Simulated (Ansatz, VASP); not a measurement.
## Two plane-wave programs on SiSbTe3

```
CELL_PARAMETERS angstrom
5.72559 0.00000 0.00000
0.00000 5.72559 0.00000
0.00000 0.00000 5.72559
ATOMIC_POSITIONS crystal
Si 0.50000 0.50000 0.50000
Sb 0.00000 0.00000 0.00000
Te 0.50000 0.00000 0.00000
Te 0.00000 0.50000 0.00000
Te 0.00000 0.00000 0.50000
```

Change from the starting cell: species swapped into the Ce3SnN type (Pm-3m, No. 221).

Alike in both runs: functional PBE; k mesh 4 × 4 × 4; occupations gaussian, width 0.1 eV; no spin polarisation.

Ansatz relaxed the structure, and its values are those at the end. VASP's run is a single point on that final structure, the one shown.

|  | VASP | Ansatz |
| --- | --- | --- |
| version | VASP 6.6.1 | Ansatz 0.2.0 |
| potentials or method | VASP PAW PBE potentials, release 64 (Si, Sb, Te) | scalar-relativistic, plane waves, PAW |
| plane-wave cutoff (eV) | 520 | 420 |
| valence electrons in the cell | 27 | 67 |

|  | VASP | Ansatz | Ansatz less VASP |
| --- | --- | --- | --- |
| gap on the k mesh at the Fermi level (eV) | none | none | - |
| pressure (GPa) | -0.1 | -0.1 | 0.00 |

A gap of «none» marks a metal or a gap that the smearing closes. The functional is the same, so the differences come from potentials, cutoffs and numerics. The two sets of potentials don't hold the same shells in valence.

The runs have no spin-orbit coupling, so splittings on Sb, Te are missing.
